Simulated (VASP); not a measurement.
All values below come from PBEsol GGA, VASP's PBE PAW potentials (set 64) (plane waves; VASP 6.6.1).

The input files of a VASP run:

KPOINTS:
```
k-points along high-symmetry lines
15
Line-mode
Reciprocal
  0.000000   0.000000   0.000000 ! GAMMA
 -0.500000  -0.500000   0.000000 ! X

 -0.500000  -0.500000   0.000000 ! X
 -0.375000  -0.375000   0.250000 ! U

 -0.375000  -0.000000   0.375000 ! K
  0.000000   0.000000   0.000000 ! GAMMA

  0.000000   0.000000   0.000000 ! GAMMA
 -0.000000  -0.000000   0.500000 ! L

 -0.000000  -0.000000   0.500000 ! L
 -0.500000  -0.250000   0.250000 ! W

 -0.500000  -0.250000   0.250000 ! W
 -0.500000  -0.500000   0.000000 ! X
```

### INCAR
```
! general
SYSTEM =MoS
PREC   =Accurate
ENCUT  =400   ! plane-wave cut-off (eV)
LREAL  =.False.   ! projection in real space or not
LASPH  =.True.   ! aspherical one-centre terms
ICHARG =11

! electronic loop
EDIFF  =1E-7   ! SCF stop (eV)
NELM   =100   ! most electronic steps
ALGO   =Normal   ! blocked Davidson
LMAXMIX=4

! smearing
ISMEAR =0   ! Gaussian
SIGMA  =0.05

! functional
GGA    =PS

! output
LWAVE  =.False.
LCHARG =.False.
LORBIT =11   ! lm-projected
```

POSCAR:
```
MoS
1
    0.0000000000     2.6360115693     2.6360115693
    2.6360115693     0.0000000000     2.6360115693
    2.6360115693     2.6360115693    -0.0000000000
Mo S
1 1
Direct
  0.0000000000   0.0000000000   0.0000000000
  0.2500000000   0.2500000000   0.2500000000
```

POTCAR, in this order: Mo_sv S (PBE.64 set). Program: vasp_std. Read from the step before: CHGCAR.

The resulting files:

### OUTCAR
```
 ion  position               nearest neighbor table
   1  0.000  0.000  0.000-   2 2.28   2 2.28   2 2.28   2 2.28
   2  0.250  0.250  0.250-   1 2.28   1 2.28   1 2.28   1 2.28
  LATTYP: Found a face centered cubic cell.
 ALAT       =     5.2720231386
 Subroutine PRICEL returns:
 Original cell was already a primitive cell.
 Subroutine GETGRP returns: Found 24 space group operations
The static configuration has the point symmetry T_d .
The dynamic configuration has the point symmetry T_d .
 Subroutine INISYM returns: Found 24 space group operations
   k-points           NKPTS =     90   k-points in BZ     NKDIM =     90   number of bands    NBANDS=     14
   number of dos      NEDOS =    301   number of ions     NIONS =      2
   total plane-waves  NPLWV =  13824
   dimension x,y,z NGX =    24 NGY =   24 NGZ =   24
   dimension x,y,z NGXF=    48 NGYF=   48 NGZF=   48
   ions per type =               1   1
   PREC   = accura    normal or accurate (medium, high low for compatibility)
   ISTART =      0    job   : 0-new  1-cont  2-samecut
   ICHARG =     11    charge: 1-file 2-atom 10-const
   ISPIN  =      1    spin polarized calculation?
   LNONCOLLINEAR =      F non collinear calculations
   LSORBIT =      F    spin-orbit coupling
   INIWAV =      1    electr: 0-lowe 1-rand  2-diag
   ENCUT  =  400.0 eV  29.40 Ry    5.42 a.u.   6.08  6.08  6.08*2*pi/ulx,y,z
...
```

**OSZICAR**
```
       N       E                     dE             d eps       ncg     rms          rms(c)
DAV:   1     0.113144291239E+03    0.11314E+03   -0.97505E+03  2576   0.113E+03
DAV:   2    -0.130807225199E+02   -0.12623E+03   -0.12416E+03  3210   0.312E+02
DAV:   3    -0.160941819831E+02   -0.30135E+01   -0.29933E+01  3140   0.468E+01
DAV:   4    -0.161185146996E+02   -0.24333E-01   -0.24323E-01  3042   0.441E+00
DAV:   5    -0.161188281946E+02   -0.31349E-03   -0.31349E-03  3156   0.469E-01
DAV:   6    -0.161188341880E+02   -0.59934E-05   -0.59925E-05  3072   0.630E-02
DAV:   7    -0.161188343241E+02   -0.13610E-06   -0.13707E-06  3168   0.887E-03
DAV:   8    -0.161188343278E+02   -0.36998E-08   -0.30969E-08  2318   0.138E-03
   1 F= -.16118834E+02 E0= -.16117146E+02  d E =-.337607E-02
```

### OUTCAR
```
 val. band max:        8.3649316892   @ k =  -0.4732  -0.4732   0.0536

 cond. band min:       8.3676265073   @ k =   0.0000   0.0000   0.4643



 k-point     1 :       0.0000    0.0000    0.0000
  band No.  band energies     occupation
      1     -52.3677      2.00000
      2     -26.5592      2.00000
      3     -26.5592      2.00000
      4     -26.5592      2.00000
      5      -6.8078      2.00000
      6       2.5189      2.00000
      7       2.5189      2.00000
      8       2.5189      2.00000
      9       7.6020      2.00000
     10       7.6020      2.00000
     11       9.8829      0.00000
     12      12.9863      0.00000
     13      12.9863      0.00000
     14      12.9863      0.00000

 k-point     2 :      -0.0357   -0.0357    0.0000
  band No.  band energies     occupation
      1     -52.3676      2.00000
      2     -26.5608      2.00000
      3     -26.5597      2.00000
      4     -26.5597      2.00000
      5      -6.7934      2.00000
      6       2.4930      2.00000
      7       2.5315      2.00000
      8       2.5315      2.00000
      9       7.5672      2.00000
     10       7.6150      2.00000
     11       9.9488      0.00000
     12      12.9539      0.00000
     13      12.9539      0.00000
     14      13.0000      0.00000

 k-point     3 :      -0.0714   -0.0714    0.0000
  band No.  band energies     occupation
      1     -52.3672      2.00000
      2     -26.5660      2.00000
      3     -26.5616      2.00000
      4     -26.5616      2.00000
      5      -6.7505      2.00000
      6       2.4194      2.00000
      7       2.5691      2.00000
      8       2.5691      2.00000
      9       7.4674      2.00000
     10       7.6535      2.00000
     11      10.1416      0.00000
     12      12.8528      0.00000
     13      12.8528      0.00000
     14      13.0320      0.00000

 k-point     4 :      -0.1071   -0.1071    0.0000
  band No.  band energies     occupation
      1     -52.3666      2.00000
...
```

The density is held fixed in this step, so its total energy and stress have no physical meaning.

The structure was generated: MoS was put into the zinc blende type (F-43m), which need not be its known phase. It was relaxed first, which changed the volume by -32 %.
